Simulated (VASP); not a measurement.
Level of theory: PBE GGA with D3 dispersion (Becke-Johnson damping), VASP's PBE PAW potentials (set 64) (plane waves; VASP).

The input files of a VASP run:

File POSCAR:
```
MoTe2
1
    3.4999793872     0.0000000000     0.0000000000
   -1.7499896936     3.0310706481    -0.0000000000
    0.0000000000     0.0000000000    13.5823984912
Te Mo
4 2
Direct
  0.6666670000   0.3333330000   0.3837253091
  0.3333330000   0.6666670000   0.8837253091
  0.3333330000   0.6666670000   0.6162746909
  0.6666670000   0.3333330000   0.1162746909
  0.6666670000   0.3333330000   0.7500000000
  0.3333330000   0.6666670000   0.2500000000
```

### INCAR
```
ALGO = Normal
EDIFF = 1E-6
EDIFFG = -0.02
ENCUT = 480
GGA = PE
IBRION = 2
ISIF = 3
ISMEAR = 0
IVDW = 12
LASPH = .TRUE.
LCHARG = .FALSE.
LMAXMIX = 4
LREAL = .FALSE.
LWAVE = .FALSE.
NELM = 100
NSW = 60
PREC = Accurate
SIGMA = 0.05
SYSTEM = MoTe2
```

KPOINTS:
```
K-points
0
gamma
7 7 2
```

POTCAR, in this order: Te Mo_sv (PBE.64 set). Program: vasp_std.

The run wrote:

OUTCAR:
```
 ion  position               nearest neighbor table
   1  0.667  0.333  0.384-   6 2.72   6 2.72   6 2.72   4 3.63
   2  0.333  0.667  0.884-   5 2.72   5 2.72   5 2.72   3 3.63
   3  0.333  0.667  0.616-   5 2.72   5 2.72   5 2.72   2 3.63
   4  0.667  0.333  0.116-   6 2.72   6 2.72   6 2.72   1 3.63
   5  0.667  0.333  0.750-   2 2.72   3 2.72   2 2.72   3 2.72   2 2.72   3 2.72
   6  0.333  0.667  0.250-   1 2.72   4 2.72   1 2.72   4 2.72   1 2.72   4 2.72
  LATTYP: Found a hexagonal cell.
 ALAT       =     3.4999793872
 C/A-ratio  =     3.8807081381
 Subroutine PRICEL returns:
 Original cell was already a primitive cell.
 Subroutine GETGRP returns: Found 24 space group operations
The static configuration has the point symmetry D_3d.
 The point group associated with its full space group is D_6h.
The dynamic configuration has the point symmetry D_3d.
 Subroutine INISYM returns: Found 24 space group operations
 Subroutine IBZKPT returns following result:
 Found     16 irreducible k-points:

 Following reciprocal coordinates:
            Coordinates               Weight
  0.000000  0.000000  0.000000      1.000000
  0.142857 -0.000000  0.000000      6.000000
  0.285714 -0.000000  0.000000      6.000000
...
```

File OSZICAR:
```
       N       E                     dE             d eps       ncg     rms          rms(c)
DAV:   1     0.394320547711E+03    0.39432E+03   -0.26276E+04  1144   0.142E+03
DAV:   2    -0.139984075096E+02   -0.40832E+03   -0.39900E+03  1220   0.342E+02
DAV:   3    -0.365110670838E+02   -0.22513E+02   -0.22218E+02  1252   0.677E+01
DAV:   4    -0.371125026783E+02   -0.60144E+00   -0.59900E+00  1230   0.110E+01
DAV:   5    -0.371304882731E+02   -0.17986E-01   -0.17964E-01  1348   0.185E+00    0.221E+01
DAV:   6    -0.363527996385E+02    0.77769E+00   -0.85016E+00  1172   0.145E+01    0.920E+00
DAV:   7    -0.363158132724E+02    0.36986E-01   -0.85003E+00  1114   0.117E+01    0.642E+00
DAV:   8    -0.358848964494E+02    0.43092E+00   -0.18266E+00  1191   0.617E+00    0.333E+00
DAV:   9    -0.358875062760E+02   -0.26098E-02   -0.27501E-01  1312   0.231E+00    0.135E+00
DAV:  10    -0.358813239200E+02    0.61824E-02   -0.46366E-02  1251   0.107E+00    0.388E-01
DAV:  11    -0.358816476180E+02   -0.32370E-03   -0.24670E-03  1309   0.261E-01    0.305E-01
DAV:  12    -0.358815557552E+02    0.91863E-04   -0.42250E-04  1156   0.969E-02    0.172E-01
DAV:  13    -0.358815229891E+02    0.32766E-04   -0.83212E-05  1242   0.490E-02    0.113E-01
DAV:  14    -0.358815181644E+02    0.48247E-05   -0.21733E-05  1156   0.188E-02    0.654E-02
DAV:  15    -0.358815163197E+02    0.18447E-05   -0.30387E-06  1023   0.889E-03    0.352E-02
DAV:  16    -0.358815144597E+02    0.18600E-05   -0.43637E-06   881   0.896E-03    0.192E-02
DAV:  17    -0.358815141438E+02    0.31593E-06   -0.67368E-07   629   0.399E-03
   1 F= -.39227505E+02 E0= -.39227505E+02  d E =-.392275E+02
       N       E                     dE             d eps       ncg     rms          rms(c)
DAV:   1    -0.358872868059E+02   -0.57723E-02   -0.13379E-01  1000   0.239E+00    0.437E-01
DAV:   2    -0.358851988500E+02    0.20880E-02   -0.18157E-02  1225   0.637E-01    0.306E-01
DAV:   3    -0.358844724310E+02    0.72642E-03   -0.35846E-03  1102   0.263E-01    0.875E-02
DAV:   4    -0.358842662719E+02    0.20616E-03   -0.96035E-04  1135   0.157E-01    0.819E-02
DAV:   5    -0.358842698088E+02   -0.35368E-05   -0.41436E-05  1218   0.296E-02    0.598E-02
DAV:   6    -0.358842664117E+02    0.33971E-05   -0.17276E-05  1178   0.162E-02    0.407E-02
DAV:   7    -0.358842655464E+02    0.86525E-06   -0.70625E-06  1026   0.132E-02
   2 F= -.39228313E+02 E0= -.39228313E+02  d E =-.807433E-03
       N       E                     dE             d eps       ncg     rms          rms(c)
DAV:   1    -0.358881291561E+02   -0.38627E-02   -0.91362E-02  1000   0.198E+00    0.348E-01
DAV:   2    -0.358866997604E+02    0.14294E-02   -0.12861E-02  1239   0.528E-01    0.263E-01
DAV:   3    -0.358861982520E+02    0.50151E-03   -0.23987E-03  1116   0.213E-01    0.725E-02
DAV:   4    -0.358860544361E+02    0.14382E-03   -0.65862E-04  1128   0.130E-01    0.720E-02
DAV:   5    -0.358860569347E+02   -0.24985E-05   -0.27110E-05  1067   0.238E-02    0.536E-02
DAV:   6    -0.358860546893E+02    0.22453E-05   -0.10918E-05  1138   0.136E-02    0.384E-02
DAV:   7    -0.358860541590E+02    0.53030E-06   -0.51624E-06   982   0.115E-02
   3 F= -.39228515E+02 E0= -.39228515E+02  d E =-.101002E-02
       N       E                     dE             d eps       ncg     rms          rms(c)
DAV:   1    -0.358844233264E+02    0.16314E-02   -0.54239E-02  1006   0.136E+00    0.292E-01
DAV:   2    -0.358841736340E+02    0.24969E-03   -0.25454E-03  1157   0.269E-01    0.106E-01
DAV:   3    -0.358840908611E+02    0.82773E-04   -0.28843E-04  1237   0.765E-02    0.868E-02
DAV:   4    -0.358840901325E+02    0.72861E-06   -0.24979E-04  1213   0.785E-02    0.272E-02
DAV:   5    -0.358840706353E+02    0.19497E-04   -0.12642E-04  1201   0.425E-02    0.169E-02
DAV:   6    -0.358840731167E+02   -0.24814E-05   -0.73288E-06  1011   0.112E-02    0.114E-02
DAV:   7    -0.358840736085E+02   -0.49176E-06   -0.23971E-07   573   0.288E-03
   4 F= -.39228897E+02 E0= -.39228897E+02  d E =-.381216E-03
       N       E                     dE             d eps       ncg     rms          rms(c)
DAV:   1    -0.358840551319E+02    0.17985E-04   -0.33064E-06   807   0.108E-02    0.528E-03
DAV:   2    -0.358840551013E+02    0.30613E-07   -0.21381E-07   531   0.290E-03
   5 F= -.39228897E+02 E0= -.39228897E+02  d E =-.381356E-03
       N       E                     dE             d eps       ncg     rms          rms(c)
DAV:   1    -0.358951206177E+02   -0.11065E-01   -0.87207E-02  1013   0.203E+00    0.461E-01
DAV:   2    -0.358934863939E+02    0.16342E-02   -0.40414E-02  1165   0.100E+00    0.359E-01
DAV:   3    -0.358919225851E+02    0.15638E-02   -0.89570E-03  1131   0.363E-01    0.101E-01
DAV:   4    -0.358918924906E+02    0.30095E-04   -0.59738E-04  1196   0.104E-01    0.576E-02
DAV:   5    -0.358918542883E+02    0.38202E-04   -0.17725E-04  1209   0.730E-02    0.666E-02
DAV:   6    -0.358918470318E+02    0.72566E-05   -0.37443E-05  1229   0.271E-02    0.208E-02
DAV:   7    -0.358918462017E+02    0.83002E-06   -0.19317E-06   728   0.627E-03
   6 F= -.39229299E+02 E0= -.39229299E+02  d E =-.402125E-03
```

### OUTCAR
```
------------------------ aborting loop because EDIFF is reached ----------------------------------------
 Edisp (eV)   -3.33745
  FORCE on cell =-STRESS in cart. coord.  units (eV):
  Direction    XX          YY          ZZ          XY          YZ          ZX
  --------------------------------------------------------------------------------------
  Total       0.11634     0.11634     0.07013    -0.00000     0.00000     0.00000
  in kB       1.29027     1.29027     0.77776    -0.00000     0.00000     0.00000
  external pressure =        1.12 kB  Pullay stress =        0.00 kB
  volume of cell :      144.46
      direct lattice vectors                 reciprocal lattice vectors
     3.493497190 -0.000000000  0.000000000     0.286246115  0.165264294  0.000000000
    -1.746748595  3.025456903 -0.000000000     0.000000000  0.330528589  0.000000000
    -0.000000000 -0.000000000 13.667593236    -0.000000000  0.000000000  0.073165771
 POSITION                                       TOTAL-FORCE (eV/Angst)
 -----------------------------------------------------------------------------------
      1.74675      1.00848      5.23612         0.000000      0.000000     -0.008853
     -0.00000      2.01697     12.06992         0.000000      0.000000     -0.008853
     -0.00000      2.01697      8.43147         0.000000     -0.000000      0.008853
      1.74675      1.00848      1.59768         0.000000     -0.000000      0.008853
      1.74675      1.00848     10.25069        -0.000000      0.000000      0.000000
     -0.00000      2.01697      3.41690         0.000000     -0.000000      0.000000
 -----------------------------------------------------------------------------------
    total drift:                               -0.001512      0.000590     -0.000026
  FREE ENERGIE OF THE ION-ELECTRON SYSTEM (eV)
  ---------------------------------------------------
  free  energy   TOTEN  =       -39.2292989030 eV

  energy  without entropy=      -39.2292989030  energy(sigma->0) =      -39.22929890

 reached required accuracy - stopping structural energy minimisation
```
(Selected blocks of OUTCAR.)

**CONTCAR**
```
MoTe2
   1.00000000000000
     3.4934971898813325   -0.0000000000000000    0.0000000000000000
    -1.7467485949406663    3.0254569028535565   -0.0000000000000000
    -0.0000000000000000   -0.0000000000000000   13.6675932362279813
  Te              Mo
     4     2
Direct
     0.6666669999999968    0.3333330000000032    0.3831048191087875
     0.3333330000000032    0.6666669999999968    0.8831048191087876
     0.3333330000000032    0.6666669999999968    0.6168951808912124
     0.6666669999999968    0.3333330000000032    0.1168951808912125
     0.6666669999999968    0.3333330000000032    0.7500000000000000
     0.3333330000000032    0.6666669999999968    0.2500000000000000
```

The compound is MoTe2 in the 2H layered structure. This run relaxes it. Symmetry was kept, so distortions that lower it aren't found. The start is the result of an earlier pass.
